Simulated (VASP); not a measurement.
Runs of VASP 6.6.1 on Rh. It takes space group Fm-3m (No. 225, cubic). Conventional cell: a = 3.779 Å, b = 3.779 Å, c = 3.779 Å, α = 90.00°, β = 90.00°, γ = 90.00°. Rh (site symmetry m-3m) is surrounded by 12 Rh at 2.67 Å. 

```csv
level,k mesh,cutoff (eV),smearing,further INCAR settings,gap on the mesh (eV),pressure (GPa)
PBEsol,18 × 18 × 18,520,gaussian 0.5 eV,ALGO = Fast; EDIFF = 1e-07,none,1.8
PBEsol,18 × 18 × 18,700,gaussian 0.1 eV,ALGO = Fast; EDIFF = 1e-07,none,0.2
r2SCAN,18 × 18 × 18,520,gaussian 0.1 eV,ALGO = Normal; EDIFF = 1e-07,none,6.1
PBEsol,18 × 18 × 18,900,gaussian 0.1 eV,ALGO = Fast; EDIFF = 1e-07,none,0.2
PBEsol,28 × 28 × 28,520,gaussian 0.1 eV,ALGO = Fast; EDIFF = 1e-07,none,(a)
```

Alike in all rows: task single point; potentials or basis VASP PAW PBE potentials, release 64 (Rh_pv); no spin polarisation; cell as given.

Q: Fill in the values left out.

A: (a) 0.1.

Caveats: the PAW data sets were made with another functional, which shifts forces and pressure a little.

A k mesh can miss the band edges, and the runs leave out spin-orbit coupling on Rh.

A gap of «none» marks a metal or a gap under the smearing width.
